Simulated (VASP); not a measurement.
Method: PBE GGA, VASP's PBE PAW potentials (set 64) (plane waves; VASP 6.6.1).

VASP ran on this input.

### POSCAR
```
Cd
2.9859690
  0.5063867039  -0.8623066750   0.0000000000
  0.5063867039   0.8623066750   0.0000000000
  0.0000000000   0.0000000000   1.9156314081
Cd
2
Cartesian
  0.5063867039   0.2874361332   0.4789078520
  0.5162845385  -0.2874361332   1.4367235561
```

File KPOINTS:
```
K-points
0
Gamma
  13 13 6
```

INCAR:
```
SYSTEM = Cd
PREC = Accurate
ENCUT = 400
EDIFF = 1E-8
NELM = 100
ALGO = Normal
LREAL = .FALSE.
LASPH = .TRUE.
ISMEAR = 1
SIGMA = 0.1
GGA = PE
LMAXMIX = 4
LWAVE = .FALSE.
LCHARG = .FALSE.
ISIF = 2
```

POTCAR, in this order: Cd (PBE.64 set). Program: vasp_std.

**Question.** What does the run give for the energy per atom (σ→0), band gap (on the k-mesh)?

**Answer.** 
```yaml
energy per atom (σ→0): -0.745 eV/atom
band gap (on the k-mesh): none (metal, semimetal or under 0.01 eV)
```

### OSZICAR
```
...
DAV:   7    -0.148944696257E+01    0.44821E-02   -0.30180E-02 12144   0.177E+00    0.162E+00
DAV:   8    -0.148972718266E+01   -0.28022E-03   -0.33976E-03 11728   0.837E-01    0.915E-02
DAV:   9    -0.148977182263E+01   -0.44640E-04   -0.26403E-05 14272   0.599E-02    0.348E-02
DAV:  10    -0.148981181747E+01   -0.39995E-04   -0.35815E-05 11792   0.673E-02    0.358E-03
DAV:  11    -0.148981177144E+01    0.46030E-07   -0.27652E-08 11656   0.171E-03    0.169E-03
DAV:  12    -0.148981161469E+01    0.15675E-06   -0.21525E-08  9344   0.125E-03    0.139E-04
DAV:  13    -0.148981161814E+01   -0.34552E-08   -0.68311E-10  6360   0.341E-04
   1 F= -.14898116E+01 E0= -.14895481E+01  d E =-.790674E-03
```

The compound is Cd in the hcp structure. The cell was not relaxed at this level, atoms are displaced from their ideal sites. The run is one of a series of settings (EDIFF = 1E-8 against the base run), some of them coarse on purpose.
